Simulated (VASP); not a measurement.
## P (space group R-3m): computed properties

Computed with r2SCAN meta-GGA, VASP's PBE PAW potentials (set 64) (plane waves; VASP).

For P, the space group is R-3m (166) and the cell is a = b = 3.4601 Å, c = 9.2937 Å, α = β = 90.00°, γ = 120.00°. The volume per atom is 16.06 Å³/atom, the band gap (over mesh and band path) is none (metal, semimetal or under 0.01 eV) and the density comes out as 3.20 g/cm³.

P is modelled in the trigonal space group R-3m, hexagonal axes (No. 166), Pearson symbol hR2. Cell: a = 3.460 Å, b = 3.460 Å, c = 9.294 Å, α = 90.00°, β = 90.00°, γ = 120.00°. P on 6c is surrounded by 3 P at 2.294 Å and 3 P at 2.806 Å (octahedral). (Neighbours: up to the widest gap in distance over summed covalent radii, below 1.35, at either atom.)
(The calculation used a cell of 2 atoms; values per cell refer to that cell.)

The structure comes from a computed database's P entry (R-3m); how it stands against other phases isn't given here. It was relaxed first. Symmetry was kept, so distortions that lower it aren't found.
